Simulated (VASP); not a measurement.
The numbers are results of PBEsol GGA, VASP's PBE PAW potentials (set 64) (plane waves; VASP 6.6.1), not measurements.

VASP ran on this input.

**KPOINTS**
```
Automatic mesh
0
Gamma
8 8 8
0 0 0
```

POSCAR:
```
YSe
1.0
  0.0000000000   2.8783850000   2.8783850000
  2.8783850000   0.0000000000   2.8783850000
  2.8783850000   2.8783850000   0.0000000000
Y Se
1 1
direct
  0.4994290000   0.5212060000   0.4912310000
  0.0005710000  -0.0212060000   0.0087690000
```

INCAR:
```
# general
SYSTEM =YSe
PREC   =Accurate
ENCUT  =300
LREAL  =.FALSE.
LASPH  =.TRUE.

# electronic loop
EDIFF  =1E-6
NELM   =100
ALGO   =Normal
LMAXMIX=4

# smearing
ISMEAR =0
SIGMA  =0.2

# functional
GGA    =PS

# ions
ISIF   =2

# output
LWAVE  =.FALSE.
LCHARG =.FALSE.
```

POTCAR, in this order: Y_sv Se (PBE.64 set). Program: vasp_std.

What VASP printed:

### OSZICAR
```
       N       E                     dE             d eps       ncg     rms          rms(c)
DAV:   1     0.406589410404E+02    0.40659E+02   -0.61395E+03  6312   0.853E+02
DAV:   2    -0.116881348307E+02   -0.52347E+02   -0.50194E+02  8168   0.190E+02
DAV:   3    -0.149053354880E+02   -0.32172E+01   -0.31882E+01 10584   0.366E+01
DAV:   4    -0.149572485425E+02   -0.51913E-01   -0.51852E-01  8280   0.434E+00
DAV:   5    -0.149581792108E+02   -0.93067E-03   -0.92866E-03  8500   0.452E-01    0.244E+01
DAV:   6    -0.143796107588E+02    0.57857E+00   -0.12598E+00  7444   0.689E+00    0.173E+01
DAV:   7    -0.143265475264E+02    0.53063E-01   -0.75516E-01  9668   0.537E+00    0.459E+00
DAV:   8    -0.143096414566E+02    0.16906E-01   -0.16451E-01  7276   0.264E+00    0.384E-01
DAV:   9    -0.143085329390E+02    0.11085E-02   -0.12099E-02  7904   0.725E-01    0.121E-01
DAV:  10    -0.143085044265E+02    0.28512E-04   -0.52419E-04  8036   0.197E-01    0.122E-01
DAV:  11    -0.143085113842E+02   -0.69578E-05   -0.47223E-05  8752   0.577E-02    0.426E-02
DAV:  12    -0.143085092613E+02    0.21229E-05   -0.55206E-06  7452   0.190E-02    0.108E-02
DAV:  13    -0.143085089106E+02    0.35071E-06   -0.31286E-07  5104   0.557E-03
   1 F= -.14308509E+02 E0= -.14294894E+02  d E =-.272308E-01
```

OUTCAR:
```
------------------------ aborting loop because EDIFF is reached ----------------------------------------
  FORCE on cell =-STRESS in cart. coord.  units (eV):
  Direction    XX          YY          ZZ          XY          YZ          ZX
  --------------------------------------------------------------------------------------
  Total       -0.6625587     -0.7358256     -0.3654329      0.0267449      0.0449762     -0.0601709
  in kB      -22.2565726    -24.7177457    -12.2755684      0.8984103      1.5108342     -2.0212535
  external PRESSURE =     -19.7499623 kB  Pullay stress =       0.0000000 kB
  volume of cell :       47.70
      direct lattice vectors                 reciprocal lattice vectors
     0.000000000  2.878385000  2.878385000    -0.173708521  0.173708521  0.173708521
     2.878385000  0.000000000  2.878385000     0.173708521 -0.173708521  0.173708521
     2.878385000  2.878385000  0.000000000     0.173708521  0.173708521 -0.173708521
 POSITION                                       TOTAL-FORCE (eV/Angst)
 -----------------------------------------------------------------------------------
      2.91418      2.85150      2.93778        -0.425509      0.316717     -0.729081
      2.84259      0.02688      2.81899         0.425509     -0.316717      0.729081
 -----------------------------------------------------------------------------------
    total drift:                                0.000010      0.000002     -0.000010
  FREE ENERGIE OF THE ION-ELECTRON SYSTEM (eV)
  ---------------------------------------------------
  free  energy   TOTEN  =       -14.3085089106 eV

  energy  without entropy=      -14.2812781503  energy(sigma->0) =      -14.29489353
```
(Selected blocks of OUTCAR.)

At this cut-off the stress carries a Pulay error, which pulls relaxed volumes low.

The structure comes from a computed database's YSe entry (Fm-3m); how it stands against other phases isn't given here. The cell was not relaxed at this level, atoms are displaced from their ideal sites. The electron count is odd and the run is not spin-polarised, which forces a metal.
